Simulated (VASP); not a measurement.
Here is a VASP 6.6.1 calculation.

Contents of INCAR:

```
PREC     = Accurate       # precision mode
ENCUT    = 600            # plane-wave cutoff, eV
EDIFF    = 1E-6           # SCF threshold, eV
ISMEAR   = 0              # smearing method
SIGMA    = 0.05           # smearing width, eV
LREAL    = F              # projectors in reciprocal space
LASPH    = T              # aspherical terms in the spheres
NELM     = 100            # most SCF steps
ALGO     = Fast           # electronic algorithm
ISIF     = 3              # what is computed and relaxed
LWAVE    = F              # write WAVECAR
LCHARG   = F              # write CHGCAR
GGA      = PE             # functional
IBRION   = 2              # ionic algorithm
NSW      = 40             # ionic steps
EDIFFG   = -0.01          # ionic threshold
```

File KPOINTS:

```
Automatic mesh
0
Gamma
  8 8 8
```

Contents of POSCAR:

```
NaB3
1.0
    3.4824699000      0.0000000000      0.0000000000
    0.0000000000      3.4824699000      0.0000000000
    0.0000000000      0.0000000000      3.3972046100
Na B
1 3
Direct
    0.0000000000      0.0000000000      0.0000000000
    0.0000000000      0.5000000000      0.5000000000
    0.5000000000      0.0000000000      0.5000000000
    0.5000000000      0.5000000000      0.0000000000
```

Potentials or basis: VASP PAW PBE potentials, release 64 (Na_pv, B).

The run is started by

```bash
$ cat potpaw_PBE.64/Na_pv/POTCAR potpaw_PBE.64/B/POTCAR > POTCAR
$ mpirun -np 1 vasp_std > vasp.out
```

Problem. What does it give for the relaxed cell?

Solution. a = 3.298 Å, b = 3.298 Å, c = 3.294 Å, α = 90.00°, β = 90.00°, γ = 90.00°.

Problem. Predict the space group after relaxing (to 0.05 Å).

Solution. Pm-3m (No. 221).

Problem. Estimate the relaxed volume.

Solution. 8.95 Å³/atom.

Stress tensor (GPa, compression positive):
```
-0.13  0.00  0.00
 0.00 -0.13  0.00
 0.00  0.00  0.15
```
